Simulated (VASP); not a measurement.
Output of a VASP run:

**OSZICAR**
```
       N       E                     dE             d eps       ncg     rms          rms(c)
DAV:   1     0.390644731735E+03    0.39064E+03   -0.11194E+04  2544   0.155E+03
DAV:   2     0.980362055070E+01   -0.38084E+03   -0.37501E+03  3513   0.660E+02
DAV:   3    -0.134358304490E+02   -0.23239E+02   -0.22633E+02  4172   0.187E+02
DAV:   4    -0.138470475749E+02   -0.41122E+00   -0.39752E+00  3840   0.242E+01
DAV:   5    -0.138557999769E+02   -0.87524E-02   -0.87410E-02  4249   0.322E+00    0.725E+00
DAV:   6    -0.125703473066E+02    0.12855E+01   -0.31226E+00  3171   0.225E+01    0.210E+00
DAV:   7    -0.124195549217E+02    0.15079E+00   -0.69102E-01  3318   0.960E+00    0.880E-01
DAV:   8    -0.124094749752E+02    0.10080E-01   -0.34212E-02  3459   0.278E+00    0.259E-01
DAV:   9    -0.124077070948E+02    0.17679E-02   -0.10138E-02  3325   0.120E+00    0.240E-02
DAV:  10    -0.124077374812E+02   -0.30386E-04   -0.14839E-04  4220   0.182E-01    0.680E-03
DAV:  11    -0.124077356796E+02    0.18016E-05   -0.29475E-06  3888   0.248E-02    0.217E-03
DAV:  12    -0.124077365101E+02   -0.83054E-06   -0.39722E-07  2870   0.925E-03    0.643E-04
DAV:  13    -0.124077362873E+02    0.22285E-06   -0.25722E-08  2044   0.336E-03    0.131E-04
DAV:  14    -0.124077362880E+02   -0.70486E-09   -0.10149E-08  1995   0.267E-03
   1 F= -.12407736E+02 E0= -.12407151E+02  d E =-.124077E+02
```

### OUTCAR
```
------------------------ aborting loop because EDIFF is reached ----------------------------------------
  FORCE on cell =-STRESS in cart. coord.  units (eV):
  Direction    XX          YY          ZZ          XY          YZ          ZX
  --------------------------------------------------------------------------------------
  Total       -0.9470745     -0.9470744     -0.9426361     -0.0000000     -0.0000000      0.0000000
  in kB      -29.2672016    -29.2671998    -29.1300445     -0.0000000     -0.0000000      0.0000000
  external PRESSURE =     -29.2214820 kB  Pullay stress =       0.0000000 kB
  volume of cell :       51.85
      direct lattice vectors                 reciprocal lattice vectors
     1.689052972 -2.925525475  0.000000000     0.296023872 -0.170909467  0.000000000
     1.689052972  2.925525475  0.000000000     0.296023872  0.170909467  0.000000000
     0.000000000  0.000000000  5.246097625     0.000000000  0.000000000  0.190617879
 POSITION                                       TOTAL-FORCE (eV/Angst)
 -----------------------------------------------------------------------------------
      1.68905      0.97518      1.31152         0.000000     -0.000000      0.000000
      1.68905     -0.97518      3.93457        -0.000000      0.000000      0.000000
 -----------------------------------------------------------------------------------
    total drift:                                0.000000      0.000705     -0.000014
  FREE ENERGIE OF THE ION-ELECTRON SYSTEM (eV)
  ---------------------------------------------------
  free  energy   TOTEN  =       -12.4077362880 eV

  energy  without entropy=      -12.4059815165  energy(sigma->0) =      -12.40715136

 reached required accuracy - stopping structural energy minimisation
```
(Selected blocks of OUTCAR.)

File POSCAR:
```
Sc
1
    1.6890529718    -2.9255254753     0.0000000000
    1.6890529718     2.9255254753     0.0000000000
    0.0000000000     0.0000000000     5.2460976253
Sc
2
Direct
  0.3333330000   0.6666670000   0.2500000000
  0.6666670000   0.3333330000   0.7500000000
```

Problem. Write an INCAR and KPOINTS that could have produced this output.

Solution. This is not unique; one that fits is the input of the run itself, PW91 GGA, plane waves, VASP's PBE PAW potentials (set 64).

KPOINTS:
```
Automatic
0
Gamma
 13 13 7
0 0 0
```

**INCAR**
```
SYSTEM = Sc
PREC = Accurate
ENCUT = 520
EDIFF = 1E-7
NELM = 100
ALGO = Normal
LREAL = .FALSE.
LASPH = .TRUE.
ISMEAR = 1
SIGMA = 0.1
GGA = 91
LMAXMIX = 4
LWAVE = .FALSE.
LCHARG = .FALSE.
ISIF = 4
IBRION = 2
NSW = 30
EDIFFG = -0.01
```

POTCAR, in this order: Sc_sv (PBE.64 set). Program: vasp_std.

The compound is Sc in the hcp structure. This cell is one point of a volume scan, at 1.06 of the reference volume.
